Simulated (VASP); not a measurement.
Computed with PBEsol GGA, VASP's PBE PAW potentials (set 64) (plane waves; VASP 6.6.1).

Input for VASP

### KPOINTS
```
Automatic mesh
0
Gamma
11 11 11
0 0 0
```

INCAR:
```
! general
SYSTEM   = ZnSe
PREC     = Accurate
ENCUT    = 400
LREAL    = .FALSE.   ! projection in real space or not
LASPH    = .TRUE.   ! aspherical one-centre terms

! electronic loop
EDIFF    = 1E-8   ! SCF stop (eV)
NELM     = 100
ALGO     = Normal   ! blocked Davidson
LMAXMIX  = 4

! smearing
ISMEAR   = 0   ! Gaussian
SIGMA    = 0.01   ! width (eV)

! functional
GGA      = PS

! ions
IBRION   = 8   ! DFPT with symmetry
NSW      = 1   ! most ionic steps

! output
LWAVE    = .FALSE.
LCHARG   = .FALSE.

! other
LEPSILON = .TRUE.
```

**POSCAR**
```
ZnSe
1
    0.0000000000     2.8176410593     2.8176410593
    2.8176410593     0.0000000000     2.8176410593
    2.8176410593     2.8176410593     0.0000000000
Zn Se
1 1
Direct
  0.2500000000   0.2500000000   0.2500000000
  0.0000000000   0.0000000000   0.0000000000
```

POTCAR, in this order: Zn Se (PBE.64 set). Program: vasp_std.

The run wrote:

File OUTCAR:
```
 ion  position               nearest neighbor table
   1  0.250  0.250  0.250-   2 2.44   2 2.44   2 2.44   2 2.44
   2  0.000  0.000  0.000-   1 2.44   1 2.44   1 2.44   1 2.44
  LATTYP: Found a face centered cubic cell.
 ALAT       =     5.6352821186
 Subroutine PRICEL returns:
 Original cell was already a primitive cell.
 Subroutine GETGRP returns: Found 24 space group operations
The static configuration has the point symmetry T_d .
The dynamic configuration has the point symmetry T_d .
 Subroutine INISYM returns: Found 24 space group operations
 Subroutine IBZKPT returns following result:
 Found     56 irreducible k-points:

 Following reciprocal coordinates:
            Coordinates               Weight
  0.000000  0.000000  0.000000      1.000000
  0.090909  0.000000  0.000000      8.000000
  0.181818  0.000000  0.000000      8.000000
  0.272727  0.000000  0.000000      8.000000
  0.363636  0.000000  0.000000      8.000000
  0.454545  0.000000  0.000000      8.000000
  0.090909  0.090909  0.000000      6.000000
  0.181818  0.090909  0.000000     24.000000
  0.272727  0.090909  0.000000     24.000000
  0.363636  0.090909  0.000000     24.000000
  0.454545  0.090909  0.000000     24.000000
 -0.454545  0.090909  0.000000     24.000000
 -0.363636  0.090909  0.000000     24.000000
 -0.272727  0.090909  0.000000     24.000000
 -0.181818  0.090909  0.000000     24.000000
 -0.090909  0.090909  0.000000     12.000000
  0.181818  0.181818  0.000000      6.000000
  0.272727  0.181818  0.000000     24.000000
  0.363636  0.181818  0.000000     24.000000
  0.454545  0.181818  0.000000     24.000000
 -0.454545  0.181818  0.000000     24.000000
 -0.363636  0.181818  0.000000     24.000000
 -0.272727  0.181818  0.000000     24.000000
 -0.181818  0.181818  0.000000     12.000000
  0.272727  0.272727  0.000000      6.000000
  0.363636  0.272727  0.000000     24.000000
  0.454545  0.272727  0.000000     24.000000
 -0.454545  0.272727  0.000000     24.000000
 -0.363636  0.272727  0.000000     24.000000
 -0.272727  0.272727  0.000000     12.000000
  0.363636  0.363636  0.000000      6.000000
  0.454545  0.363636  0.000000     24.000000
 -0.454545  0.363636  0.000000     24.000000
 -0.363636  0.363636  0.000000     12.000000
  0.454545  0.454545  0.000000      6.000000
 -0.454545  0.454545  0.000000     12.000000
  0.272727  0.181818  0.090909     24.000000
  0.363636  0.181818  0.090909     48.000000
  0.454545  0.181818  0.090909     48.000000
 -0.454545  0.181818  0.090909     48.000000
 Subroutine IBZKPT_HF returns following result:
   k-points           NKPTS =     56   k-points in BZ     NKDIM =     56   number of bands    NBANDS=     13
   number of dos      NEDOS =    301   number of ions     NIONS =      2
   total plane-waves  NPLWV =  21952
   dimension x,y,z NGX =    28 NGY =   28 NGZ =   28
   dimension x,y,z NGXF=    56 NGYF=   56 NGZF=   56
   ions per type =               1   1
   PREC   = accura    normal or accurate (medium, high low for compatibility)
   ISTART =      0    job   : 0-new  1-cont  2-samecut
   ICHARG =      2    charge: 1-file 2-atom 10-const
   ISPIN  =      1    spin polarized calculation?
   LNONCOLLINEAR =      F non collinear calculations
   LSORBIT =      F    spin-orbit coupling
   INIWAV =      1    electr: 0-lowe 1-rand  2-diag
   ENCUT  =  400.0 eV  29.40 Ry    5.42 a.u.   6.50  6.50  6.50*2*pi/ulx,y,z
   NELM   =    100;   NELMIN=  2; NELMDL= -5     # of ELM steps
   EDIFF  = 0.1E-07   stopping-criterion for ELM
   LREAL  =      F    real-space projection
   NLSPLINE    = F    spline interpolate recip. space projectors
...
```

**OUTCAR**
```


 HEAD OF MICROSCOPIC STATIC DIELECTRIC TENSOR (INDEPENDENT PARTICLE, excluding Hartree and local field effects)
 ------------------------------------------------------
           8.012746    -0.000000     0.000000
           0.000000     8.012746     0.000000
           0.000000     0.000000     8.012746
 ------------------------------------------------------

 MACROSCOPIC STATIC DIELECTRIC TENSOR (including local field effects in DFT)
 ------------------------------------------------------
           7.562623    -0.000000    -0.000000
           0.000000     7.562623    -0.000000
          -0.000000     0.000000     7.562623
 ------------------------------------------------------

 PIEZOELECTRIC TENSOR (including local field effects)  for field in x, y, z        (e  Angst)
          XX          YY          ZZ          XY          YZ          ZX
  --------------------------------------------------------------------------------
  x    -0.00000     0.00000    -0.00000     0.00000     1.95070     0.00000
  y     0.00000     0.00000     0.00000     0.00000     0.00000     1.95070
  z     0.00000    -0.00000     0.00000     1.95070     0.00000     0.00000

 PIEZOELECTRIC TENSOR (including local field effects)  for field in x, y, z        (C/m^2)
          XX          YY          ZZ          XY          YZ          ZX
  --------------------------------------------------------------------------------
  x    -0.00000     0.00000    -0.00000     0.00000     0.69858     0.00000
  y     0.00000     0.00000     0.00000     0.00000     0.00000     0.69858
  z     0.00000    -0.00000     0.00000     0.69858     0.00000     0.00000

 BORN EFFECTIVE CHARGES (including local field effects) (in |e|, cummulative output)
 ---------------------------------------------------------------------------------
 ion    1
    1     2.02838     0.00000     0.00000
    2     0.00000     2.02838     0.00000
    3     0.00000     0.00000     2.02838
 ion    2
    1    -2.02838     0.00000     0.00000
    2     0.00000    -2.02838     0.00000
    3    -0.00000    -0.00000    -2.02838
```
(Selected blocks of OUTCAR.)

**OUTCAR**
```
 val. band max:        1.6362289873   @ k =   0.0000   0.0000   0.0000

 cond. band min:       2.8746252302   @ k =   0.0000   0.0000   0.0000


 Fermi energy:         1.7199601470

 k-point     1 :       0.0000    0.0000    0.0000
  band No.  band energies     occupation
      1     -11.7626      2.00000
      2      -4.9815      2.00000
      3      -4.9815      2.00000
      4      -4.9815      2.00000
      5      -4.5937      2.00000
      6      -4.5937      2.00000
      7       1.6362      2.00000
      8       1.6362      2.00000
      9       1.6362      2.00000
     10       2.8746      0.00000
     11       7.3615      0.00000
     12       7.3616      0.00000
     13       7.3616      0.00000

 k-point     2 :       0.0909    0.0000    0.0000
  band No.  band energies     occupation
      1     -11.7063      2.00000
      2      -4.9796      2.00000
      3      -4.9722      2.00000
      4      -4.9722      2.00000
      5      -4.5943      2.00000
      6      -4.5943      2.00000
      7       0.7580      2.00000
      8       1.5484      2.00000
      9       1.5484      2.00000
     10       3.5787      0.00000
     11       7.2875      0.00000
     12       7.5096      0.00000
     13       7.5096      0.00000

 k-point     3 :       0.1818    0.0000    0.0000
  band No.  band energies     occupation
      1     -11.5486      2.00000
      2      -4.9644      2.00000
      3      -4.9488      2.00000
      4      -4.9488      2.00000
      5      -4.5951      2.00000
      6      -4.5951      2.00000
      7      -0.5448      2.00000
      8       1.3311      2.00000
      9       1.3311      2.00000
     10       4.2217      0.00000
     11       7.5229      0.00000
     12       7.8287      0.00000
     13       7.8287      0.00000

 k-point     4 :       0.2727    0.0000    0.0000
  band No.  band energies     occupation
      1     -11.3254      2.00000
      2      -4.9217      2.00000
      3      -4.9217      2.00000
...
```

The dielectric response may not be converged in the k-mesh; for small gaps it tends to come out too large.

The structure comes from a measured ZnSe entry (F-43m) of the Crystallography Open Database, whose conditions weren't checked. It was relaxed first, which changed the volume by -7 %.
